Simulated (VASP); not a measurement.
Data:

```yaml
crystal:
  lattice:
    - [0.00000, 2.52038, 2.52038]
    - [2.52038, 0.00000, 2.52038]
    - [2.52038, 2.52038, 0.00000]
  atoms:
    - { symbol: Sr, position: [0.00000, 0.00000, 0.00000] }
    - { symbol: O, position: [0.50000, 0.50000, 0.50000] }
```

Calculation: PBE GGA, VASP's PBE PAW potentials (set 64) (plane waves; VASP). Numerical set-up: 620 eV cut-off, 9×9×9 Γ-centred mesh, Gaussian smearing of 0.050 eV, potentials Sr_sv O.

Q: Estimate the energy per atom (σ→0), pressure.

A: 
| Item | Result |
|---|---|
| energy per atom (σ→0) | -5.981 eV/atom |
| pressure | 10.00 GPa |

Only differences to runs with the same potentials and settings are physical.

The compound is SrO in the rock salt structure. It was relaxed first under an external pressure of 10 GPa.
